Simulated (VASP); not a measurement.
# Mg16Au7 (a cell with a defect) in VASP: notebook

One crystal, Mg16Au7 (a cell with a defect), is run at these levels: LDA; tasks: single point.

Everything below comes from runs of VASP 6.6.1. Logs are shortened: lines on timing, memory, paths and dates and some standing lists are left out, and cuts for length are marked.

## (1) Starting point

The cell holds a defect, 23 atoms: a = 6.135 Å, b = 9.071 Å, c = 8.285 Å, α = 90.00°, β = 90.00°, γ = 90.00°.

## (2) Single point, LDA

The input, INCAR:

```
SYSTEM = Mg16Au7
PREC     = Accurate       ! precision mode
ENCUT    = 520            ! plane-wave cutoff, eV
EDIFF    = 1E-7           ! SCF threshold, eV
ISMEAR   = -1             ! smearing method
SIGMA    = 0.05           ! smearing width, eV
LREAL    = Auto         
LASPH    = .TRUE.         ! aspherical terms in the spheres
NELM     = 100            ! most SCF steps
ALGO     = Fast           ! electronic algorithm
ISIF     = 2              ! what is computed and relaxed
LWAVE    = .FALSE.        ! write WAVECAR
LCHARG   = .FALSE.        ! write CHGCAR
GGA      = CA             ! functional
NBANDS   = 72             ! bands
```

The input, KPOINTS:

```
Automatic mesh
0
G
  2 2 2
  0 0 0
```

The input, POSCAR:

```
Mg16Au7
1.0
    6.1351573700      0.0000000000      0.0000000000
    0.0000000000      9.0712827400      0.0000000000
    0.0000000000      0.0000000000      8.2845697200
Mg Au
16 7
Direct
    0.8290462156      0.1226527749      0.0640202229
    0.6780874147      0.3758232543      0.5751171347
    0.3348551433      0.1290128457      0.4374695515
    0.1535717738      0.3758565462      0.9362746965
    0.4523848098      0.1198546039      0.8014084285
    0.0359537640      0.3756356292      0.3045297566
    0.9749153346      0.1170461808      0.6869260797
    0.5284373007      0.3760105486      0.2011287316
    0.8291743297      0.6290485220      0.0639721818
    0.6694711728      0.8756396673      0.5579647654
    0.3347835884      0.6225945285      0.4373762455
    0.1628054408      0.8759091991      0.9422698177
    0.4523121140      0.6317544237      0.8013084836
    0.0405401174      0.8758580487      0.3084500567
    0.9751079947      0.6343517411      0.6867187063
    0.5298542163      0.8758633401      0.1915017984
    0.2694664375      0.1301743131      0.1116615626
    0.2331995601      0.3757626234      0.6184825734
    0.7734649193      0.1269017881      0.3861505314
    0.2695707543      0.6216070165      0.1115826206
    0.2400401345      0.8757685355      0.6182206407
    0.7735193596      0.6245320714      0.3859488311
    0.7249963989      0.8758731513      0.8817864110
```

Potentials or basis: VASP PAW LDA potentials, release 64 (Mg, Au).

Command:

```
> cat potpaw_LDA.64/Mg/POTCAR potpaw_LDA.64/Au/POTCAR > POTCAR
> mpirun -np 1 vasp_std > vasp.out
```

OUTCAR:

```text
SYSTEM = Mg16Au7
   PREC = Accurate
   ENCUT = 520
   EDIFF = 1E-7
   ISMEAR = -1
   LREAL = Auto
   LASPH = .TRUE.
   NELM = 100
   ISIF = 2
   GGA = CA

 ion  position               nearest neighbor table
   1  0.829  0.123  0.064-  19 2.69  17 2.73  23 2.77  16 3.08   8 3.16   5 3.17  12 3.20   4 3.22
                             7 3.25  14 3.29   6 3.29  17 3.46
   2  0.678  0.376  0.575-  18 2.75  22 2.81  19 2.81  15 3.11   7 3.11   6 3.14   8 3.23   3 3.28
                            11 3.28  13 3.29   5 3.29  18 3.42
   3  0.335  0.129  0.437-  19 2.72  17 2.73  18 2.77  21 2.80   7 3.03   6 3.10   5 3.10  14 3.11
                             8 3.20  10 3.24   2 3.28  16 3.30  19 3.47
   4  0.154  0.376  0.936-  18 2.68  17 2.75  20 2.75   6 3.14  13 3.16   5 3.16   8 3.18   9 3.22
                             1 3.22  15 3.31   7 3.31
   5  0.452  0.120  0.801-  17 2.81  23 2.85  21 2.98  12 3.07   7 3.08  18 3.08   3 3.10   4 3.16
                             1 3.17  10 3.28   2 3.29   7 3.34
   6  0.036  0.376  0.305-  19 2.85  22 2.85  18 2.87  17 3.09   3 3.10  20 3.10  11 3.10   4 3.14
                             2 3.14   8 3.14   8 3.23   1 3.29   9 3.30
   7  0.975  0.117  0.687-  19 2.78  21 2.79  18 2.89   3 3.03  10 3.07   5 3.08   2 3.11  23 3.12
                             1 3.25  12 3.25   4 3.31   5 3.34
   8  0.528  0.376  0.201-  20 2.83  17 2.84  22 3.11  19 3.12   6 3.14   9 3.16   1 3.16   4 3.18
                            11 3.20   3 3.20   6 3.23   2 3.23
   9  0.829  0.629  0.064-  22 2.69  20 2.73  23 2.77  16 3.08   8 3.16  13 3.18  12 3.20   4 3.22
[... 15 lines left out ...]
  17  0.269  0.130  0.112-   3 2.73   1 2.73   4 2.75  12 2.78   5 2.81   8 2.84  16 2.88   6 3.09
                            14 3.15   1 3.46
  18  0.233  0.376  0.618-   4 2.68   2 2.75   3 2.77  11 2.77   6 2.87  15 2.89   7 2.89  13 3.08
                             5 3.08   2 3.42
  19  0.773  0.127  0.386-   1 2.69   3 2.72  10 2.76   7 2.78   2 2.81   6 2.85  14 2.88   8 3.12
                            16 3.17   3 3.47
  20  0.270  0.622  0.112-  11 2.73   9 2.73   4 2.75  12 2.78  13 2.81   8 2.83  16 2.88   6 3.10
                            14 3.15   9 3.46
  21  0.240  0.876  0.618-  10 2.68  12 2.73  15 2.79   7 2.79  11 2.80   3 2.80  14 2.84  13 2.98
                             5 2.98  10 3.54
  22  0.774  0.625  0.386-   9 2.69  11 2.73  10 2.76  15 2.78   2 2.81   6 2.85  14 2.88   8 3.11
                            16 3.17  11 3.47
  23  0.725  0.876  0.882-  10 2.70  12 2.73   1 2.77   9 2.77  16 2.83   5 2.85  13 2.85   7 3.12
                            15 3.13  12 3.49

  LATTYP: Found a simple orthorhombic cell.
 ALAT       =     6.1351573700
 B/A-ratio  =     1.3503434746
 C/A-ratio  =     1.4785737664

  Lattice vectors:

 A1 = (  -6.1351573700,   0.0000000000,   0.0000000000)
 A2 = (   0.0000000000,   0.0000000000,   8.2845697200)
 A3 = (   0.0000000000,   9.0712827400,   0.0000000000)

Analysis of symmetry for initial positions (statically):
=====================================================================
 Subroutine PRICEL returns:
 Original cell was already a primitive cell.

 Routine SETGRP: Setting up the symmetry group for a
 simple orthorhombic supercell.

 Subroutine GETGRP returns: Found  1 space group operations
 (whereof  1 operations were pure point group operations)
 out of a pool of  8 trial point group operations.

The static configuration has the point symmetry C_1 .

Analysis of symmetry for dynamics (positions and initial velocities):
=====================================================================
 Subroutine PRICEL returns:
 Original cell was already a primitive cell.

 Routine SETGRP: Setting up the symmetry group for a
 simple orthorhombic supercell.

 Subroutine GETGRP returns: Found  1 space group operations
 (whereof  1 operations were pure point group operations)
 out of a pool of  8 trial point group operations.

The dynamic configuration has the point symmetry C_1 .

 Subroutine INISYM returns: Found  1 space group operations
 (whereof  1 operations are pure point group operations),
 and found     1 'primitive' translations

----------------------------------------------------------------------------------------

                                     Primitive cell

  volume of cell :     461.0673

  direct lattice vectors                    reciprocal lattice vectors
     6.135157370  0.000000000  0.000000000     0.162995004  0.000000000  0.000000000
     0.000000000  9.071282740  0.000000000     0.000000000  0.110237993  0.000000000
     0.000000000  0.000000000  8.284569720     0.000000000  0.000000000  0.120706329

  length of vectors
[... 65 lines left out ...]
     0.000000000  0.055118996  0.000000000     0.000000000  0.500000000  0.000000000
     0.000000000  0.000000000  0.060353165     0.000000000  0.000000000  0.500000000

  Length of vectors
     0.081497502  0.055118996  0.060353165

  Shift w.r.t. Gamma in fractional coordinates (k-lattice)
     0.000000000  0.000000000  0.000000000

 Subroutine IBZKPT returns following result:
 ===========================================

 Found      8 irreducible k-points:

 Following reciprocal coordinates:
            Coordinates               Weight
  0.000000  0.000000  0.000000      1.000000
  0.500000  0.000000  0.000000      1.000000
  0.000000  0.500000  0.000000      1.000000
  0.500000  0.500000  0.000000      1.000000
  0.000000  0.000000  0.500000      1.000000
  0.500000  0.000000  0.500000      1.000000
  0.000000  0.500000  0.500000      1.000000
  0.500000  0.500000  0.500000      1.000000
   k-points           NKPTS =      8   k-points in BZ     NKDIM =      8   number of bands    NBANDS=     72
   number of dos      NEDOS =    301   number of ions     NIONS =     23
   total plane-waves  NPLWV = 215040
   dimension x,y,z NGX =    48 NGY =   70 NGZ =   64
   dimension x,y,z NGXF=    96 NGYF=  140 NGZF=  128
   ions per type =              16   7
   NGX,Y,Z   is equivalent  to a cutoff of  13.01, 12.83, 12.84 a.u.
   NGXF,Y,Z  is equivalent  to a cutoff of  26.01, 25.66, 25.69 a.u.
 SYSTEM =  Mg16Au7
   PREC   = accura    normal or accurate (medium, high low for compatibility)
   ISTART =      0    job   : 0-new  1-cont  2-samecut
   ICHARG =      2    charge: 1-file 2-atom 10-const
   ISPIN  =      1    spin polarized calculation?
   LNONCOLLINEAR =      F non collinear calculations
   LSORBIT =      F    spin-orbit coupling
   LASPH  =      T    aspherical Exc in radial PAW
   ENCUT  =  520.0 eV  38.22 Ry    6.18 a.u.  11.41 16.87 15.40*2*pi/ulx,y,z
   NELM   =    100;   NELMIN=  2; NELMDL= -5     # of ELM steps
   EDIFF  = 0.1E-06   stopping-criterion for ELM
   LREAL  =      T    real-space projection
   EDIFFG = 0.1E-05   stopping-criterion for IOM
   NSW    =      0    number of steps for IOM
   IBRION =     -1    ionic relax: 0-MD 1-quasi-New 2-CG
   NFREE  =      0    steps in history (QN), initial steepest desc. (CG)
   ISIF   =      2    stress and relaxation
   ISYM   =      2    0-nonsym 1-usesym 2-fastsym
   POTIM  = 0.5000    time-step for ionic-motion
   TEBEG  =    0.0;   TEEND  =   0.0 temperature during run
   PSTRESS=    0.0 pullay stress
   NELECT =     109.0000    total number of electrons
   NUPDOWN=      -1.0000    fix difference up-down
   EMIN   =  10.00;   EMAX   =-10.00  energy-range for DOS
   EFERMI =   0.00;   METHOD = LEGACY
   ISMEAR =    -1;   SIGMA  =   0.05  broadening in eV -4-tet -1-fermi 0-gaus
   EFERMI_NEDOS =   21; number of points for ismear=-14 and -15
   IALGO  =     68    algorithm
   IMIX   =      4    mixing-type and parameters
     AMIX     =   0.40;   BMIX     =  1.00
     AMIX_MAG =   1.60;   BMIX_MAG =  1.00
  volume/ion in A,a.u.               =      20.05       135.28
  Fermi-wavevector in a.u.,A,eV,Ry     =   1.012268  1.912909 13.941708  1.024687
  Thomas-Fermi vector in A             =   2.145367
   LORBIT       =      0    0 simple, 1 ext, 2 COOP (PROOUT), +10 PAW based schemes
   GGA     = CA    functional components
   LHFCALC =     F    Hartree Fock is set to
   AEXX    =    0.0000 exact exchange contribution
   IVDW    =     0    specifies the selected vdW correction
   LEPSILON=     F    determine dielectric tensor
   LRPA    =     F    only Hartree local field effects (RPA)
 non-spin polarized calculation
 RMM-DIIS sequential band-by-band and
  energy-cutoff  :      520.00
  volume of cell :      461.07
 maximum number of plane-waves:     12440
 NGX is ok and might be reduce to    48
   NGX = 23   NGY = 33   NGZ = 31

 number of electron     109.0000004 magnetization

 Free energy of the ion-electron system (eV)
  ---------------------------------------------------
  ext. energy  EPLUGINS =         0.00000000
  ---------------------------------------------------
  free energy    TOTEN  =       -71.99306219 eV

  energy without entropy =      -71.91715111  energy(sigma->0) =      -71.95510665

 E-fermi :   4.4706     XC(G=0):  -9.9328

 val. band max:        4.4697554218   @ k =   0.0000   0.0000   0.5000
 cond. band min:       4.4747317623   @ k =   0.5000   0.0000   0.5000
 fundamental gap:      0.0049763405
 Fermi energy:         4.4705981693

 k-point     1 :       0.0000    0.0000    0.0000
  band No.  band energies     occupation
      1      -3.6684      2.00000
      2      -2.0124      2.00000
      3      -1.8821      2.00000
      4      -1.7397      2.00000
      5      -1.4860      2.00000
      6      -1.2164      2.00000
[... 541 lines left out ...]
     65       7.3216      0.00000
     66       7.5115      0.00000
 [bands above 66 left out]

------------------------ aborting loop because EDIFF is reached ----------------------------------------

  FORCE on cell =-STRESS in cart. coord.  units (eV):
  Direction    XX          YY          ZZ          XY          YZ          ZX
  --------------------------------------------------------------------------------------
  -------------------------------------------------------------------------------------
  Total      -10.1699704    -18.1277574     -7.1542480     -0.0038316     -0.0033901     -0.7472031
  in kB      -35.3399479    -62.9927104    -24.8605198     -0.0133144     -0.0117802     -2.5964792
  external PRESSURE =     -41.0643927 kB  Pullay stress =       0.0000000 kB

 VOLUME and BASIS-vectors are now :
 -----------------------------------------------------------------------------
  energy-cutoff  :      520.00
  volume of cell :      461.07
      direct lattice vectors                 reciprocal lattice vectors
     6.135157370  0.000000000  0.000000000     0.162995004  0.000000000  0.000000000
     0.000000000  9.071282740  0.000000000     0.000000000  0.110237993  0.000000000
     0.000000000  0.000000000  8.284569720     0.000000000  0.000000000  0.120706329

 POSITION                                       TOTAL-FORCE (eV/Angst)
 -----------------------------------------------------------------------------------
      5.08633      1.11262      0.53038         0.011387      0.002767      0.005916
      4.16017      3.40920      4.76460        -0.009524     -0.001814      0.009103
      2.05439      1.17031      3.62425         0.004259     -0.001092     -0.000909
      0.94219      3.40950      7.75663        -0.004683     -0.000762      0.002661
      2.77545      1.08723      6.63932        -0.002580      0.000639     -0.023816
      0.22058      3.40750      2.52290        -0.003467      0.002508     -0.003905
[... 15 lines left out ...]
      4.74566      5.66531      3.19742        -0.003697      0.011927     -0.010370
      4.44797      7.94529      7.30522         0.008966     -0.002625      0.001540
 -----------------------------------------------------------------------------------
    total drift:                                0.000672     -0.000868      0.000653

  FREE ENERGIE OF THE ION-ELECTRON SYSTEM (eV)
  ---------------------------------------------------
  free  energy   TOTEN  =       -71.9930621861 eV

  energy  without entropy=      -71.9171511067  energy(sigma->0) =      -71.95510665
```

It took 3.1 min on 1 thread of Intel Xeon 6975P-C (Granite Rapids), shared host; peak memory 0.46 GiB.

Results:

```yaml
Free_energy: -71.9931 eV
Pressure: -4.1 GPa
Largest_force: 0.028 eV/Å
Band_gap_on_the_k_mesh: none (metal or under the smearing width)
```

Forces in eV/Å, atoms in the order of the input:
```
Mg   0.011  0.003  0.006
Mg  -0.010 -0.002  0.009
Mg   0.004 -0.001 -0.001
Mg  -0.005 -0.001  0.003
Mg  -0.003  0.001 -0.024
Mg  -0.003  0.003 -0.004
Mg   0.010 -0.007  0.008
Mg  -0.005 -0.004  0.027
Mg   0.013 -0.001  0.002
Mg  -0.011  0.002 -0.014
Mg   0.005 -0.001 -0.002
Mg  -0.002 -0.002  0.003
Mg   0.000  0.001 -0.021
Mg  -0.009 -0.001 -0.020
Mg   0.007  0.010  0.011
Mg  -0.003  0.000  0.026
Au  -0.005 -0.009  0.007
Au   0.000 -0.001  0.007
Au  -0.003 -0.009 -0.013
Au  -0.006  0.009  0.004
Au   0.010  0.001 -0.006
Au  -0.004  0.012 -0.010
Au   0.009 -0.003  0.002
```

Levels at points of the mesh, in eV from the Fermi level:
| k point | band 51 | band 52 | band 53 | band 54 | band 55 | band 56 | band 57 | band 58 |
| --- | --- | --- | --- | --- | --- | --- | --- | --- |
| (0.00, 0.00, 0.00) | -0.96 | -0.68 | -0.57 | -0.41 | 0.15 | 0.24 | 0.48 | 0.60 |
| (0.50, 0.00, 0.00) | -1.59 | -1.35 | -1.16 | 0.54 | 0.90 | 1.62 | 1.65 | 1.98 |
| (0.00, 0.50, 0.00) | -0.82 | -0.80 | -0.56 | -0.45 | -0.22 | -0.07 | 0.06 | 0.12 |
| (0.50, 0.50, 0.00) | -1.48 | -0.56 | -0.52 | 0.03 | 0.26 | 0.48 | 0.56 | 0.84 |
| (0.00, 0.00, 0.50) | -0.94 | -0.92 | -0.88 | -0.66 | -0.46 | 0.00 | 0.42 | 0.77 |
| (0.50, 0.00, 0.50) | -0.63 | 0.00 | 0.06 | 0.20 | 0.57 | 1.06 | 1.10 | 1.24 |
| (0.00, 0.50, 0.50) | -1.48 | -1.41 | -1.40 | -1.10 | -0.87 | 0.56 | 0.58 | 1.07 |
| (0.50, 0.50, 0.50) | -0.89 | -0.64 | -0.59 | -0.55 | -0.44 | -0.39 | -0.02 | -0.01 |

Caveat: the k mesh is coarse (spacing up to 0.51 Å⁻¹), so the values aren't converged.

(Part 1 of 4 ends here.)
